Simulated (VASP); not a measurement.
# SnSe2: what each functional gives, and what it costs, part 6 of 9

Wanted: bands and gap of SnSe2 from one functional after another. LASPH is on for some levels and off for others; the table marks which. The start is a cell from a database of measured crystal structures.

VASP 6.6.1, plane waves and PAW; the level of theory is named at each step.

So far, least gap on mesh and path (eV): step 2 (bands, level LDA, k 4×4×3) 0.576; step 7 (bands, level TPSS, k 4×4×3) 0.765; step 9 (bands, level HSE06, k 4×4×3) 1.46; step 10 (bands, level r2SCAN0, k 4×4×3) 2.31; step 11 (bands, level HSE03, k 4×4×3) 1.27.

## 12. Dielectric constant for the exchange share

This step: PBE; plane waves and PAW (Sn_d, Se) (VASP 6.6.1).

The share of exact exchange of the next level is the inverse of the dielectric constant, which this PBE response run supplies.

File INCAR:

```
SYSTEM = SnSe2
PREC = Accurate
ENCUT = 400
EDIFF = 1E-08
NELM = 100
ISMEAR = 0
SIGMA = 0.01
LREAL = .FALSE.
ALGO = Normal
GGA = PE
NBANDS = 19
LORBIT = 11
LWAVE = .FALSE.
LCHARG = .FALSE.
KPAR = 4
LEPSILON = .TRUE.
```

File POSCAR:

```
SnSe2
1.0
    3.8110000000      0.0000000000      0.0000000000
   -1.9055000000      3.3004228138      0.0000000000
    0.0000000000      0.0000000000      6.1360000000
Sn Se
1 2
Direct
    0.0000000000      0.0000000000      0.0000000000
    0.3333333333      0.6666666667      0.2490000000
    0.6666666667      0.3333333333      0.7510000000
```

File KPOINTS:

```
Automatic mesh
0
Gamma
7 7 4
0 0 0
```

Potentials, in the order of the species: Sn_d and Se (PBE family, release 64).

On the command line:

```
$ mpirun -np 4 vasp_std
```

Numbers of over 12 decimals in the logs are rounded to 6 here.

Output:

```text
[... set-up lines as in an earlier step ...]
 entering main loop
       N       E                     dE             d eps       ncg     rms          rms(c)
DAV:   1     0.184837857657E+03    0.18484E+03   -0.10669E+04  1073   0.129E+03
DAV:   2     0.810615166857E+01   -0.17673E+03   -0.17144E+03  1154   0.349E+02
DAV:   3    -0.114024892207E+02   -0.19509E+02   -0.19225E+02  1325   0.108E+02
DAV:   4    -0.120053135235E+02   -0.60282E+00   -0.60198E+00  1288   0.201E+01
DAV:   5    -0.120194085817E+02   -0.14095E-01   -0.14094E-01  1456   0.314E+00    0.524E+00
DAV:   6    -0.117615826892E+02    0.25783E+00   -0.51097E-01  1609   0.789E+00    0.338E+00
DAV:   7    -0.117404762411E+02    0.21106E-01   -0.17632E-01  1265   0.277E+00    0.100E+00
DAV:   8    -0.117401617518E+02    0.31449E-03   -0.13035E-02  1326   0.120E+00    0.290E-01
DAV:   9    -0.117406656840E+02   -0.50393E-03   -0.15447E-03  1190   0.295E-01    0.881E-02
DAV:  10    -0.117406756615E+02   -0.99775E-05   -0.11237E-04  1435   0.788E-02    0.347E-02
DAV:  11    -0.117407084267E+02   -0.32765E-04   -0.45168E-05  1139   0.389E-02    0.644E-03
DAV:  12    -0.117407093550E+02   -0.92830E-06   -0.23587E-06  1415   0.117E-02    0.590E-03
DAV:  13    -0.117407098932E+02   -0.53817E-06   -0.22898E-06  1139   0.845E-03    0.254E-03
DAV:  14    -0.117407099707E+02   -0.77563E-07   -0.58335E-08  1301   0.148E-03    0.131E-03
DAV:  15    -0.117407100246E+02   -0.53843E-07   -0.24340E-08   985   0.952E-04    0.319E-04
DAV:  16    -0.117407100538E+02   -0.29184E-07   -0.41957E-09   851   0.370E-04    0.134E-04
DAV:  17    -0.117407100514E+02    0.23106E-08   -0.41067E-10   604   0.138E-04
   1 F= -.11740710E+02 E0= -.11740710E+02  d E =-.411508E-20
 Linear response reoptimize wavefunctions to high precision
DAV:   1    -0.117407100504E+02    0.10950E-08   -0.11719E-10   667   0.837E-05
DAV:   2    -0.117407100504E+02   -0.90949E-11   -0.24634E-11   592   0.432E-05
 Linear response G [H, r] |phi>, progress :
  Direction:   1
       N       E                     dE             d eps       ncg     rms
RMM:   1    -0.523022559999E+02   -0.52302E+02    0.11098E+03  1309   0.307E+02
RMM:   2    -0.880677529029E+02   -0.35765E+02   -0.48393E+01  2103   0.436E+01
RMM:   3    -0.886131114597E+02   -0.54536E+00   -0.12488E+00  2151   0.107E+01
RMM:   4    -0.886753745635E+02   -0.62263E-01   -0.15412E-01  2268   0.310E+00
RMM:   5    -0.886833942750E+02   -0.80197E-02   -0.20340E-02  2337   0.121E+00
RMM:   6    -0.886857920796E+02   -0.23978E-02   -0.10041E-02  2337   0.448E-01
RMM:   7    -0.886860066858E+02   -0.21461E-03   -0.16169E-03  2375   0.178E-01
RMM:   8    -0.886860453425E+02   -0.38657E-04   -0.30567E-04  2427   0.702E-02
RMM:   9    -0.886860461318E+02   -0.78933E-06   -0.23759E-04  2380   0.255E-02
RMM:  10    -0.886860479037E+02   -0.17719E-05   -0.35935E-04  2356   0.108E-02
RMM:  11    -0.886860478662E+02    0.37518E-07   -0.53732E-05  2228   0.491E-03
RMM:  12    -0.886860490635E+02   -0.11973E-05    0.34367E-05  1829   0.226E-03
RMM:  13    -0.886860487722E+02    0.29137E-06   -0.77073E-07  1542   0.143E-03
RMM:  14    -0.886860488605E+02   -0.88316E-07   -0.13747E-05  1400   0.104E-03
RMM:  15    -0.886860487439E+02    0.11663E-06   -0.20879E-05  1266   0.862E-04
RMM:  16    -0.886860487685E+02   -0.24632E-07    0.40457E-05  1184   0.793E-04
RMM:  17    -0.886860487554E+02    0.13146E-07   -0.12615E-04  1153   0.737E-04
RMM:  18    -0.886860487537E+02    0.16187E-08   -0.51320E-05  1132   0.697E-04
RMM:  19    -0.886860487389E+02    0.14847E-07    0.58683E-05  1099   0.673E-04
RMM:  20    -0.886860487560E+02   -0.17135E-07    0.18896E-05  1077   0.678E-04
 Linear response G [H, r] |phi>, progress :
  Direction:   2
       N       E                     dE             d eps       ncg     rms
RMM:   1    -0.587128612341E+02   -0.58713E+02    0.10383E+03  1315   0.305E+02
RMM:   2    -0.918326912056E+02   -0.33120E+02   -0.51008E+01  2073   0.432E+01
RMM:   3    -0.919789091446E+02   -0.14622E+00   -0.10811E+00  2105   0.106E+01
RMM:   4    -0.920639614506E+02   -0.85052E-01   -0.18326E-01  2282   0.313E+00
RMM:   5    -0.920689874932E+02   -0.50260E-02   -0.95548E-03  2291   0.117E+00
RMM:   6    -0.920725496016E+02   -0.35621E-02   -0.99355E-03  2370   0.425E-01
RMM:   7    -0.920726450326E+02   -0.95431E-04   -0.11595E-03  2366   0.176E-01
RMM:   8    -0.920727032030E+02   -0.58170E-04    0.24936E-04  2412   0.657E-02
RMM:   9    -0.920727053024E+02   -0.20994E-05    0.57789E-04  2409   0.271E-02
RMM:  10    -0.920727066621E+02   -0.13597E-05    0.37823E-04  2353   0.119E-02
RMM:  11    -0.920727066841E+02   -0.22041E-07    0.92703E-05  2185   0.526E-03
RMM:  12    -0.920727067933E+02   -0.10914E-06    0.14780E-04  1854   0.248E-03
RMM:  13    -0.920727068342E+02   -0.40932E-07    0.74644E-05  1546   0.131E-03
RMM:  14    -0.920727068378E+02   -0.36335E-08    0.49559E-05  1416   0.865E-04
RMM:  15    -0.920727068691E+02   -0.31279E-07    0.12526E-05  1281   0.663E-04
RMM:  16    -0.920727068979E+02   -0.28733E-07    0.12562E-05  1184   0.573E-04
RMM:  17    -0.920727068751E+02    0.22779E-07    0.62127E-06  1135   0.523E-04
RMM:  18    -0.920727068950E+02   -0.19957E-07    0.84262E-06  1102   0.487E-04
RMM:  19    -0.920727068654E+02    0.29592E-07    0.74499E-06  1078   0.464E-04
RMM:  20    -0.920727068737E+02   -0.82683E-08    0.28897E-06  1070   0.442E-04
RMM:  21    -0.920727068689E+02    0.47668E-08    0.14508E-05  1074   0.431E-04
RMM:  22    -0.920727068459E+02    0.23072E-07   -0.60825E-06  1050   0.412E-04
RMM:  23    -0.920727068349E+02    0.10925E-07    0.12796E-05  1040   0.410E-04
 Linear response G [H, r] |phi>, progress :
  Direction:   3
       N       E                     dE             d eps       ncg     rms
RMM:   1    -0.647549864069E+02   -0.64755E+02    0.10457E+03  1322   0.307E+02
RMM:   2    -0.896361579259E+02   -0.24881E+02   -0.50585E+01  2011   0.426E+01
RMM:   3    -0.898295580913E+02   -0.19340E+00   -0.12462E+00  2126   0.106E+01
RMM:   4    -0.899063197867E+02   -0.76762E-01   -0.18992E-01  2293   0.309E+00
RMM:   5    -0.899089493815E+02   -0.26296E-02    0.43756E-03  2300   0.118E+00
RMM:   6    -0.899134597451E+02   -0.45104E-02   -0.82592E-03  2362   0.410E-01
RMM:   7    -0.899135283216E+02   -0.68577E-04   -0.67250E-04  2331   0.159E-01
RMM:   8    -0.899135971300E+02   -0.68808E-04   -0.26808E-04  2390   0.635E-02
RMM:   9    -0.899135990959E+02   -0.19659E-05    0.18683E-04  2322   0.247E-02
RMM:  10    -0.899136020929E+02   -0.29970E-05    0.53048E-05  2289   0.103E-02
RMM:  11    -0.899136022470E+02   -0.15411E-06    0.10474E-05  2127   0.462E-03
[...]
RMM:   3    -0.235828987398E+01   -0.13571E-01   -0.14701E-02  2107   0.500E-01
RMM:   4    -0.235853167919E+01   -0.24181E-03   -0.78219E-04  2159   0.138E-01
RMM:   5    -0.235856683369E+01   -0.35155E-04   -0.14396E-04  2242   0.437E-02
RMM:   6    -0.235856953578E+01   -0.27021E-05   -0.18535E-05  2223   0.144E-02
RMM:   7    -0.235856998293E+01   -0.44714E-06   -0.22028E-06  2250   0.439E-03
RMM:   8    -0.235857005150E+01   -0.68577E-07   -0.32795E-07  2119   0.148E-03
RMM:   9    -0.235857004848E+01    0.30230E-08   -0.59954E-09  1815   0.523E-04
 change of polarisation eV/A/(eV/A) component  1 :     4.717    -1.548    -0.247
 dielectric tensor                  component  1 :    12.060    -3.630    -0.578
 Linear response to external field (no local field effect), progress :
  Direction:   2
       N       E                     dE             d eps       ncg     rms          rms(c)
RMM:   1    -0.122140896539E+01   -0.12214E+01   -0.95202E-01  1459   0.101E+01
RMM:   2    -0.256827698793E+01   -0.13469E+01   -0.13361E-01  2053   0.232E+00
RMM:   3    -0.259020202139E+01   -0.21925E-01   -0.15895E-02  2102   0.512E-01
RMM:   4    -0.259045861349E+01   -0.25659E-03   -0.75063E-04  2170   0.142E-01
RMM:   5    -0.259049672941E+01   -0.38116E-04   -0.16886E-04  2241   0.451E-02
RMM:   6    -0.259049933529E+01   -0.26059E-05   -0.18943E-05  2213   0.138E-02
RMM:   7    -0.259049966445E+01   -0.32916E-06   -0.16846E-06  2263   0.390E-03
RMM:   8    -0.259049970757E+01   -0.43117E-07   -0.21461E-07  2105   0.120E-03
RMM:   9    -0.259049969326E+01    0.14313E-07    0.29619E-07  1818   0.474E-04
RMM:  10    -0.259049970397E+01   -0.10715E-07   -0.41567E-07  1241   0.220E-04
RMM:  11    -0.259049969980E+01    0.41669E-08   -0.51069E-07  1025   0.131E-04
RMM:  12    -0.259049969785E+01    0.19540E-08    0.42013E-09   837   0.955E-05
 change of polarisation eV/A/(eV/A) component  2 :    -1.548     5.181    -0.447
 dielectric tensor                  component  2 :    -3.630    13.147    -1.048
 Linear response to external field (no local field effect), progress :
  Direction:   3
       N       E                     dE             d eps       ncg     rms          rms(c)
RMM:   1    -0.111278260771E+01   -0.11128E+01   -0.15867E+00  1525   0.917E+00
RMM:   2    -0.230587377659E+01   -0.11931E+01   -0.18824E-01  2050   0.217E+00
RMM:   3    -0.231837481438E+01   -0.12501E-01   -0.94677E-03  2102   0.450E-01
RMM:   4    -0.231864975401E+01   -0.27494E-03   -0.53963E-04  2105   0.119E-01
RMM:   5    -0.231866717080E+01   -0.17417E-04   -0.54765E-05  2240   0.339E-02
RMM:   6    -0.231866802596E+01   -0.85516E-06   -0.45730E-06  2172   0.939E-03
RMM:   7    -0.231866811161E+01   -0.85653E-07   -0.35012E-07  2177   0.286E-03
RMM:   8    -0.231866812352E+01   -0.11910E-07    0.39095E-07  2061   0.969E-04
RMM:   9    -0.231866812153E+01    0.19965E-08   -0.38900E-07  1725   0.354E-04
RMM:  10    -0.231866810008E+01    0.21448E-07    0.15626E-07  1242   0.167E-04
RMM:  11    -0.231866809955E+01    0.53167E-09    0.86310E-08  1028   0.103E-04
 change of polarisation eV/A/(eV/A) component  3 :    -0.247    -0.447     4.637
 dielectric tensor                  component  3 :    -0.578    -1.048    11.873
 Linear response to external field, progress :
  Direction:   1
       N       E                     dE             d eps       ncg     rms          rms(c)
RMM:   1    -0.111072287355E+01   -0.11107E+01   -0.30194E-01  3162   0.999E+00
RMM:   2    -0.245687651753E+01   -0.13462E+01   -0.17133E-01  4403   0.230E+00    0.228E+00
RMM:   3    -0.238642338433E+01    0.70453E-01   -0.11475E-01  4104   0.169E+00    0.123E+00
RMM:   4    -0.246449983609E+01   -0.78076E-01   -0.92410E-02  4280   0.153E+00    0.321E-01
RMM:   5    -0.251034050424E+01   -0.45841E-01   -0.41233E-03  4328   0.420E-01    0.477E-02
RMM:   6    -0.250954677665E+01    0.79373E-03   -0.24813E-04  4624   0.117E-01    0.296E-02
RMM:   7    -0.251265012257E+01   -0.31033E-02   -0.53117E-05  4372   0.451E-02    0.352E-03
RMM:   8    -0.251299579671E+01   -0.34567E-03   -0.10688E-06  4835   0.130E-02    0.200E-03
RMM:   9    -0.251305675255E+01   -0.60956E-04   -0.87675E-07  4520   0.468E-03    0.453E-04
RMM:  10    -0.251303399311E+01    0.22759E-04   -0.20120E-07  4576   0.167E-03    0.158E-04
RMM:  11    -0.251303457039E+01   -0.57728E-06   -0.19035E-07  4620   0.724E-04    0.449E-05
RMM:  12    -0.251303607029E+01   -0.14999E-05    0.24559E-08  4132   0.237E-04    0.270E-05
RMM:  13    -0.251303589973E+01    0.17056E-06   -0.10681E-07  2483   0.855E-05    0.170E-05
RMM:  14    -0.251303565125E+01    0.24848E-06    0.18166E-08  1794   0.550E-05    0.215E-06
 change of polarisation eV/A/(eV/A) component  1 :     4.671    -1.194     0.010
 dielectric tensor                  component  1 :    11.953    -2.798     0.024
 Linear response to external field, progress :
  Direction:   2
       N       E                     dE             d eps       ncg     rms          rms(c)
RMM:   1    -0.112468085656E+01   -0.11247E+01   -0.44151E-01  3114   0.989E+00
RMM:   2    -0.245607653838E+01   -0.13314E+01   -0.16362E-01  4404   0.228E+00    0.228E+00
RMM:   3    -0.238642071726E+01    0.69656E-01   -0.11507E-01  4123   0.169E+00    0.123E+00
RMM:   4    -0.246476054340E+01   -0.78340E-01   -0.93579E-02  4312   0.153E+00    0.320E-01
RMM:   5    -0.250979749815E+01   -0.45037E-01   -0.40541E-03  4354   0.419E-01    0.456E-02
RMM:   6    -0.250958325890E+01    0.21424E-03   -0.26147E-04  4676   0.118E-01    0.285E-02
RMM:   7    -0.251260209039E+01   -0.30188E-02   -0.49566E-05  4394   0.444E-02    0.349E-03
RMM:   8    -0.251300204333E+01   -0.39995E-03   -0.56665E-06  4824   0.135E-02    0.184E-03
RMM:   9    -0.251306066463E+01   -0.58621E-04   -0.98507E-07  4538   0.491E-03    0.450E-04
RMM:  10    -0.251303682082E+01    0.23844E-04   -0.15539E-06  4643   0.178E-03    0.178E-04
RMM:  11    -0.251303867345E+01   -0.18526E-05    0.46969E-07  4748   0.718E-04    0.746E-05
RMM:  12    -0.251304077611E+01   -0.21027E-05    0.28220E-07  4097   0.260E-04    0.273E-05
RMM:  13    -0.251304017415E+01    0.60196E-06    0.36967E-07  3026   0.102E-04    0.144E-05
RMM:  14    -0.251303987548E+01    0.29867E-06    0.27369E-07  1853   0.573E-05    0.461E-06
 change of polarisation eV/A/(eV/A) component  2 :    -1.193     4.671    -0.000
 dielectric tensor                  component  2 :    -2.798    11.953    -0.000
 Linear response to external field, progress :
  Direction:   3
       N       E                     dE             d eps       ncg     rms          rms(c)
RMM:   1    -0.111278260771E+01   -0.11128E+01   -0.15867E+00  1525   0.917E+00
RMM:   2    -0.230587257897E+01   -0.11931E+01   -0.18822E-01  2050   0.217E+00    0.288E+00
RMM:   3    -0.182572920866E+01    0.48014E+00   -0.46634E-01  1906   0.250E+00    0.929E-01
RMM:   4    -0.184143086716E+01   -0.15702E-01   -0.55475E-02  1998   0.964E-01    0.530E-01
RMM:   5    -0.189127306080E+01   -0.49842E-01   -0.16460E-02  1888   0.678E-01    0.121E-01
RMM:   6    -0.189460876480E+01   -0.33357E-02   -0.12655E-03  2134   0.202E-01    0.625E-02
RMM:   7    -0.190278550022E+01   -0.81767E-02   -0.31935E-04  2000   0.102E-01    0.209E-02
RMM:   8    -0.190280544072E+01   -0.19940E-04   -0.22316E-05  2135   0.256E-02    0.781E-03
RMM:   9    -0.190301901382E+01   -0.21357E-03   -0.83952E-06  2033   0.113E-02    0.143E-03
RMM:  10    -0.190301563901E+01    0.33748E-05    0.28281E-06  2222   0.376E-03    0.798E-04
RMM:  11    -0.190302752895E+01   -0.11890E-04    0.43237E-06  1987   0.154E-03    0.178E-04
RMM:  12    -0.190302975662E+01   -0.22277E-05    0.56065E-07  2186   0.530E-04    0.131E-04
RMM:  13    -0.190302979397E+01   -0.37347E-07    0.56270E-07  1760   0.179E-04    0.614E-05
RMM:  14    -0.190302935990E+01    0.43406E-06    0.58830E-07  1455   0.683E-05    0.247E-05
RMM:  15    -0.190302905433E+01    0.30557E-06   -0.40711E-08   736   0.416E-05    0.448E-06
 change of polarisation eV/A/(eV/A) component  3 :    -0.296    -0.371     3.564
 dielectric tensor                  component  3 :    -0.694    -0.871     9.357
 Born effective charges drift removed
```

Run time: 60 s. Hardware: 4 MPI ranks of Intel Xeon 6975P-C (Granite Rapids), shared host; peak memory 1.2 GiB.

Parts of OUTCAR (step 12):

```text
   k-points           NKPTS =     28   k-points in BZ     NKDIM =     28   number of bands    NBANDS=     19

   NELECT =      26.0000    total number of electrons

  Total        2.4646705      2.4646705      3.1758831      0.0000000      0.0000000      0.0000000
  in kB       51.1653061     51.1653061     65.9297175      0.0000000      0.0000000      0.0000000
  external PRESSURE =      56.0867765 kB  Pullay stress =       0.0000000 kB

 POSITION                                       TOTAL-FORCE (eV/Angst)
 -----------------------------------------------------------------------------------
      0.00000      0.00000      0.00000        -0.000000      0.000000      0.000000
     -0.00000      2.20028      1.52786        -0.000000      0.000000      0.805475
      1.90550      1.10014      4.60814         0.000000     -0.000000     -0.805475
 -----------------------------------------------------------------------------------
    total drift:                                0.000000      0.000000     -0.000000

 MACROSCOPIC STATIC DIELECTRIC TENSOR (including local field effects in DFT)
 ------------------------------------------------------
          11.952688     0.000000     0.000000
          -0.000000    11.952688     0.000000
           0.000000     0.000000     9.357326
 ------------------------------------------------------

 PIEZOELECTRIC TENSOR (including local field effects)  for field in x, y, z        (C/m^2)
          XX          YY          ZZ          XY          YZ          ZX
  --------------------------------------------------------------------------------
  x     0.00000     0.00000     0.00000     0.00000     0.00000     0.00000
  y     0.00000     0.00000     0.00000     0.00000     0.00000     0.00000
  z     0.00000     0.00000     0.00000     0.00000     0.00000     0.00000

 BORN EFFECTIVE CHARGES (including local field effects) (in |e|, cummulative output)
 ---------------------------------------------------------------------------------
 ion    1
    1     5.15706     0.00000     0.00000
    2     0.00000     5.15706     0.00000
    3     0.00000     0.00000     1.84723
 ion    2
    1    -2.57853     0.00000     0.00000
    2     0.00000    -2.57853     0.00000
    3     0.00000    -0.00000    -0.92362
 ion    3
    1    -2.57853     0.00000     0.00000
    2     0.00000    -2.57853     0.00000
    3     0.00000    -0.00000    -0.92362

[... 6 parts as in an earlier step ...]

[... 4 further parts left out ...]
```

Energies printed during the response cycles are not total energies of the cell. The dielectric response converges more slowly with the mesh than energies do, so tensor and charges may still move on a finer one. At this level the cell is under a pressure of 5.6 GPa, so at these settings it is away from equilibrium.

Numbers from this step:

```
irreducible k-points           : 28
Fermi energy                   : 4.232 eV
pressure                       : 5.609 GPa
valence top at k               : 0, 0, 0
conduction bottom at k         : 0, 0.4286, 0.25
gap on the k-mesh              : 0.8021 eV
least direct gap on the k-mesh : 1.089 eV
```

Electronic dielectric tensor with local fields:

```
11.95  0.00  0.00
 0.00 11.95  0.00
 0.00  0.00  9.36
```

Born effective charge (e), principal values of the symmetric part by kind of site:

| atom | atoms with these values | low | middle | high | mean |
| --- | --- | --- | --- | --- | --- |
| Sn1 | 1 | 1.85 | 5.16 | 5.16 | 4.05 |
| Se2 | 2 | -2.58 | -2.58 | -0.92 | -2.03 |

In full for Sn1:

```
5.16 0.00 0.00
0.00 5.16 0.00
0.00 0.00 1.85
```

Force by atom:

| atom | x (eV/Å) | y (eV/Å) | z (eV/Å) | size |
| --- | --- | --- | --- | --- |
| Sn1 | 0.000 | 0.000 | 0.000 | 0.000 |
| Se2 | 0.000 | 0.000 | 0.805 | 0.805 |
| Se3 | 0.000 | 0.000 | -0.805 | 0.805 |

The Born charges sum to zero; the printed set may have that rule imposed, so this is no test.

(Part 6 of 9 ends here.)

[Lines on the potential files, build, host, timing and source positions are cut from VASP's logs without a mark.]

[Logs are printed without paths, hosts, clocks, repeated set-up lines and the standing remarks that a program may print on its own settings, such as how far it seeks lower states.]

[Hosts, paths, dates, database ids (printed as entryN), source tags and the programs' standing remarks are cut or masked in the printed files.]

[A measured line is paired with the nearest computed mode of its activity, which favours agreement.]

[In band tables of VASP the shares of atoms and orbitals are scaled to a sum of 1 inside the atoms' spheres.]
